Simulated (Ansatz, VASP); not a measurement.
# GaCuSbI: VASP beside Ansatz, part 2 of 2

Wanted: the spread between two codes on one cell, functional and k mesh. The cell is generated by rule, not measured, and may not be a known phase. The cell is taken from a series of runs on this material, whose earlier steps may have relaxed, scaled, displaced or heated it; both programs get it as it stands.

VASP 6.6.1 and Ansatz 0.2.0.

So far: The starting structure; Ansatz: relaxation of cell and atoms, PBEsol.

## 3. VASP: relaxation of cell and atoms, PBEsol

Level of this step: PBEsol; plane waves and PAW (Cu, Ga_d, I, Sb); invented cell (VASP).

The same cell, functional, mesh and smearing now go to VASP, with its own data sets.

Lines of VASP's logs that name or quote its potential files are left out, and so is its time.

Contents of INCAR:

```
SYSTEM = GaCuSbI
PREC = Accurate
ENCUT = 600
EDIFF = 1E-07
NELM = 120
ISMEAR = 0
SIGMA = 0.1
LREAL = .FALSE.
ALGO = Normal
GGA = PS
NBANDS = 44
LASPH = .TRUE.
LORBIT = 11
LWAVE = .FALSE.
LCHARG = .FALSE.
ISIF = 3
IBRION = 2
NSW = 80
EDIFFG = -0.005
GGA_COMPAT = .FALSE.
NELMIN = 4
KPAR = 2
```

Contents of POSCAR:

```
GaCuSbI
1.0
    3.0521220000      3.0521220000      0.0000000000
   -3.0533410000      3.0533410000      0.0000000000
    0.0000000000      0.0000000000     12.1383800000
Cu Ga I Sb
2 2 2 2
Direct
    0.0000000000      0.0000000000      0.4915400572
    0.5000000000      0.5000001638      0.7367213747
    0.0000000000      0.0000000000      0.0101486360
    0.5000000000      0.5000001638      0.2636429243
    0.5000000000      0.0000000000      0.6227802227
    0.0000000000      0.5000001638      0.8579270875
    0.5000000000      0.0000000000      0.1317248265
    0.0000000000      0.5000001638      0.3855150358
```

Contents of KPOINTS:

```
Automatic mesh
0
Gamma
8 8 4
0 0 0
```

Potentials, in the order of the species: Cu, Ga_d, I and Sb (PBE family, release 64).

Run with:

```sh
> mpirun -np 2 vasp_std
```

Numbers of over 12 decimals in the logs are rounded to 6 here.

Log:

```text
[banner, memory and clock lines left out]
running    2 mpi-ranks, on    1 nodes
 distrk:  each k-point on    1 cores,    2 groups
 distr:  one band on    1 cores,    1 groups

 POSCAR found type information on POSCAR CuGaI Sb
 POSCAR found :  4 types and       8 ions
|                                                                             |
|               ----> ADVICE to this user running VASP <----                  |
|                                                                             |
|     You enforced a specific xc type in the INCAR file but a different       |
|     [... a line on the potential file left out ...]
|     I HOPE YOU KNOW WHAT YOU ARE DOING!                                     |
|                                                                             |

 LDA part: xc-table for (Slater+PW92), standard interpolation
 POSCAR, INCAR and KPOINTS ok, starting setup
 FFT: planning ... GRIDC
 FFT: planning ... GRID_SOFT
 FFT: planning ... GRID
 WAVECAR not read
 entering main loop
       N       E                     dE             d eps       ncg     rms          rms(c)
DAV:   1     0.672311922942E+03    0.67231E+03   -0.32516E+04  6644   0.213E+03
DAV:   2     0.845584353188E+02   -0.58775E+03   -0.57223E+03  6748   0.540E+02
DAV:   3    -0.216007034682E+02   -0.10616E+03   -0.10263E+03  8004   0.205E+02
DAV:   4    -0.295084147506E+02   -0.79077E+01   -0.77944E+01  9304   0.524E+01
DAV:   5    -0.297940136716E+02   -0.28560E+00   -0.28475E+00 10004   0.103E+01    0.127E+01
DAV:   6    -0.297776812390E+02    0.16332E-01   -0.41690E+01  9240   0.917E+01    0.964E+00
DAV:   7    -0.277838043597E+02    0.19939E+01   -0.96071E+00  8560   0.662E+01    0.524E+00
DAV:   8    -0.279750222134E+02   -0.19122E+00   -0.33252E+00  9644   0.214E+01    0.360E+00
DAV:   9    -0.278821317471E+02    0.92890E-01   -0.71622E-01  9600   0.172E+01    0.147E+00
DAV:  10    -0.278850686533E+02   -0.29369E-02   -0.13374E-01  8836   0.917E+00    0.893E-01
DAV:  11    -0.278874778376E+02   -0.24092E-02   -0.57961E-02  8512   0.583E+00    0.538E-01
DAV:  12    -0.278832870083E+02    0.41908E-02   -0.16072E-02  8732   0.246E+00    0.183E-01
DAV:  13    -0.278831464848E+02    0.14052E-03   -0.47429E-03 10512   0.819E-01    0.620E-02
DAV:  14    -0.278831826144E+02   -0.36130E-04   -0.35406E-04 10044   0.158E-01    0.331E-02
DAV:  15    -0.278831983043E+02   -0.15690E-04   -0.35979E-05  9316   0.813E-02    0.122E-02
DAV:  16    -0.278832007860E+02   -0.24816E-05   -0.56826E-06  8992   0.355E-02    0.575E-03
DAV:  17    -0.278832012841E+02   -0.49814E-06   -0.20991E-06  8232   0.157E-02    0.422E-03
DAV:  18    -0.278832014841E+02   -0.19996E-06   -0.55186E-07  8132   0.120E-02    0.204E-03
DAV:  19    -0.278832015120E+02   -0.27954E-07   -0.12783E-07  4252   0.751E-03
   1 F= -.27883202E+02 E0= -.27879190E+02  d E =-.278832E+02
[... from here on, the cycles between the ionic steps are left out ...]
   2 F= -.27884155E+02 E0= -.27880227E+02  d E =-.953800E-03
   5 F= -.27885758E+02 E0= -.27882026E+02  d E =-.144740E-02
   6 F= -.27885903E+02 E0= -.27882183E+02  d E =-.145052E-03
   7 F= -.27885913E+02 E0= -.27882191E+02  d E =-.155695E-03
   8 F= -.27885978E+02 E0= -.27882249E+02  d E =-.645710E-04
   9 F= -.27885982E+02 E0= -.27882252E+02  d E =-.682426E-04
  10 F= -.27885982E+02 E0= -.27882250E+02  d E =-.690925E-04
  11 F= -.27885983E+02 E0= -.27882252E+02  d E =-.697140E-04
  12 F= -.27885983E+02 E0= -.27882251E+02  d E =-.697646E-04
  13 F= -.27885991E+02 E0= -.27882258E+02  d E =-.778448E-05
  14 F= -.27885991E+02 E0= -.27882258E+02  d E =-.783593E-05
 curvature:  -0.98 expect dE=-0.241E-05 dE for cont linesearch -0.397E-06
 ZBRENT: accuracy reached
 trial: gam= 0.02000 g(F)=  0.198E-05 g(S)=  0.483E-06 ort = 0.197E-05 (trialstep = 0.172E+01)
 search vector abs. value=  0.254E-05
 bond charge predicted
       N       E                     dE             d eps       ncg     rms          rms(c)
DAV:   1    -0.278860133221E+02   -0.22381E-04   -0.18863E-03  9036   0.336E-01    0.358E-02
DAV:   2    -0.278860034675E+02    0.98546E-05   -0.24089E-04  7600   0.302E-01    0.181E-02
DAV:   3    -0.278859951447E+02    0.83228E-05   -0.66742E-05  8440   0.171E-01    0.825E-03
DAV:   4    -0.278859943490E+02    0.79570E-06   -0.71495E-06  9952   0.485E-02    0.457E-03
DAV:   5    -0.278859941106E+02    0.23843E-06   -0.12573E-06  7924   0.290E-02    0.249E-03
DAV:   6    -0.278859941028E+02    0.78253E-08   -0.24678E-07  4744   0.853E-03
  15 F= -.27885994E+02 E0= -.27882262E+02  d E =-.316525E-05
 trial-energy change:   -0.000003  1 .order   -0.000002   -0.000004    0.000000
 step:   1.6663(harm=  1.5892)  dis= 0.00043  next Energy=   -27.885994 (dE=-0.317E-05)
 reached required accuracy - stopping structural energy minimisation
```

OUTCAR, selected parts (step 3):

```text
ion  position               nearest neighbor table
   1  0.000  0.000  0.492-   8 2.51   8 2.51   5 2.68   5 2.68
   2  0.500  0.500  0.737-   5 2.56   5 2.56   6 2.61   6 2.61
   3  0.000  0.000  0.010-   7 2.61   7 2.61   6 2.84   6 2.84
   4  0.500  0.500  0.264-   8 2.62   8 2.62   7 2.69   7 2.69
   5  0.500  0.000  0.623-   2 2.56   2 2.56   1 2.68   1 2.68
   6  0.000  0.500  0.858-   2 2.61   2 2.61   3 2.84   3 2.84
   7  0.500  0.000  0.132-   3 2.61   3 2.61   4 2.69   4 2.69
   8  0.000  0.500  0.386-   1 2.51   1 2.51   4 2.62   4 2.62

  LATTYP: Found a simple orthorhombic cell.
 ALAT       =     4.3163523264
 B/A-ratio  =     1.0003993943
 C/A-ratio  =     2.8121847064

 Subroutine GETGRP returns: Found  4 space group operations
 (whereof  4 operations were pure point group operations)

The static configuration has the point symmetry C_2v.

 Found     75 irreducible k-points:

   k-points           NKPTS =     75   k-points in BZ     NKDIM =     75   number of bands    NBANDS=     44

   dimension x,y,z NGX =    36 NGY =   36 NGZ =   98
   dimension x,y,z NGXF=    72 NGYF=   72 NGZF=  196

   ENCUT  =  600.0 eV  44.10 Ry    6.64 a.u.   8.62  8.62 24.24*2*pi/ulx,y,z

   NELECT =      72.0000    total number of electrons

 k-points in reciprocal lattice and weights: Automatic mesh
   0.00000000  0.00000000  0.00000000       0.004
   0.12500000  0.00000000  0.00000000       0.008
   0.25000000  0.00000000  0.00000000       0.008
   0.37500000  0.00000000  0.00000000       0.008
   0.50000000  0.00000000  0.00000000       0.004
   0.00000000  0.12500000  0.00000000       0.008
   0.12500000  0.12500000  0.00000000       0.016
   0.25000000  0.12500000  0.00000000       0.016
   0.37500000  0.12500000  0.00000000       0.016
[...]
0.37500000  0.50000000  0.50000000       0.008
   0.50000000  0.50000000  0.50000000       0.004

 average (electrostatic) potential at core
       1 -65.6588       2 -66.1415       3 -66.1406       4 -65.3451       5 -92.1327
       6 -92.7957       7 -87.7201       8 -86.9225

 E-fermi :   5.0624

 k-point     1 :       0.0000    0.0000    0.0000
  band No.  band energies     occupation
    ...
     32       3.1794      2.00000
     33       3.2270      2.00000
     34       4.1374      2.00000
     35       4.4570      2.00000
     36       4.8485      1.99751
     37       5.2863      0.00154
     38       5.6571      0.00000
     39       5.9633      0.00000
     40       6.7852      0.00000
     41       6.9222      0.00000
    ...

 k-point     2 :       0.1250    0.0000    0.0000
  band No.  band energies     occupation
    ...
     31       3.0906      2.00000
     32       3.1675      2.00000
     33       3.2107      2.00000
     34       3.5130      2.00000
     35       4.3368      2.00000
     36       5.1675      0.13708
     37       5.2977      0.00088
     38       6.0664      0.00000
     39       6.5549      0.00000
     40       7.0264      0.00000
    ...

 k-point     3 :       0.2500    0.0000    0.0000
  band No.  band energies     occupation
    ...
     32       3.2483      2.00000
     33       3.2617      2.00000
     34       3.2843      2.00000
     35       4.1016      2.00000
     36       5.0498      1.14094
     37       5.3174      0.00031
     38       6.2832      0.00000
     39       6.8793      0.00000
     40       7.3002      0.00000
     41       7.6537      0.00000
    ...

  Total        0.0163495      0.0163495      0.0141523     -0.0013884      0.0000000      0.0000000
  in kB        0.1156351      0.1156351      0.1000945     -0.0098194      0.0000000      0.0000000
  external PRESSURE =       0.1104549 kB  Pullay stress =       0.0000000 kB

  energy-cutoff  :      600.00
  volume of cell :      226.53
      direct lattice vectors                 reciprocal lattice vectors
     3.045290363  3.045290363  0.000000000     0.164187956  0.164187956  0.000000000
    -3.079470395  3.079470395  0.000000000    -0.162365581  0.162365581  0.000000000
     0.000000000  0.000000000 12.077899156     0.000000000  0.000000000  0.082795856

 POSITION                                       TOTAL-FORCE (eV/Angst)
 -----------------------------------------------------------------------------------
      0.00000      0.00000      5.92345         0.000000      0.000000     -0.000938
     -0.01709      3.06238      8.88608         0.000000      0.000000      0.003756
      0.00000      0.00000      0.11349         0.000000      0.000000     -0.000371
     -0.01709      3.06238      3.18198         0.000000      0.000000     -0.001069
      1.52265      1.52265      7.53065         0.000000      0.000000      0.000021
     -1.53974      1.53974     10.38037         0.000000      0.000000      0.000631
      1.52265      1.52265      1.59037         0.000000      0.000000     -0.000718
     -1.53974      1.53974      4.66626         0.000000      0.000000     -0.001313
 -----------------------------------------------------------------------------------
    total drift:                                0.000619     -0.000619     -0.003483

  FREE ENERGIE OF THE ION-ELECTRON SYSTEM (eV)
  ---------------------------------------------------
  free  energy   TOTEN  =       -27.8859941028 eV

  energy  without entropy=      -27.8785291437  energy(sigma->0) =      -27.88226162

 reached required accuracy - stopping structural energy minimisation

 total charge
# of ion       s       p       d       tot
------------------------------------------
    1        0.418   0.297   9.245   9.961
    2        0.351   0.285   9.311   9.947
    3        0.999   0.617   9.961  11.577
    4        0.935   0.735   9.962  11.632
    5        1.497   2.735   0.056   4.288
    6        1.516   2.714   0.048   4.277
    7        1.150   1.310   0.028   2.488
    8        1.135   1.318   0.035   2.489
--------------------------------------------------
tot          8.003  10.010  38.646  56.659

[... 3 further parts left out ...]
```

The run keeps the 4 symmetry operations of its start, so it cannot find a distortion of lower symmetry.

## 4. Differences

Known differences besides the potentials themselves: the data sets hold 128 valence electrons in Ansatz (on its default PAW (the set named soft_2) files) and 72 in VASP; the cutoff is 420 eV in Ansatz and 600 eV in VASP; Ansatz makes its cores anew for this functional, VASP keeps those of its PBE data sets; Ansatz adds a Pulay correction to the stress that steers its cell, VASP none. Total energies have different zeros and are not compared.

The two programs side by side:

```
                                         quantity  Ansatz    VASP  difference
                                      volume (Å³)  226.05  226.53     -0.21 %
edge a after relaxation, in the typed setting (Å)   4.304   4.307     -0.07 %
edge b after relaxation, in the typed setting (Å)   4.352   4.355     -0.07 %
edge c after relaxation, in the typed setting (Å)  12.069  12.078     -0.07 %
```

## 5. What came out

| Quantity | Value |
| --- | --- |
| difference in volume (relaxation of cell and atoms, PBEsol) | -0.21 % |

The difference in volume is -0.21 % (relaxation of cell and atoms, PBEsol), within the 1.2 % picked in this series as the mark of a large difference, as far as the stopping tolerances let one tell. The data sets hold unlike numbers of valence electrons (128 in Ansatz and 72 in VASP), so part of the differences comes from the potentials. 1 further run of this series is not shown here. Such differences can come from data sets, numerical settings and the points named under the comparisons, not from the functional's error against experiment.

[Lines on the potential files, build, host, timing and source positions are cut from VASP's logs without a mark.]

[Logs are printed without paths, hosts, clocks, repeated set-up lines and the standing remarks that a program may print on its own settings, such as how far it seeks lower states.]

[Hosts, paths, dates, database ids (printed as entryN), source tags and the programs' standing remarks are cut or masked in the printed files.]
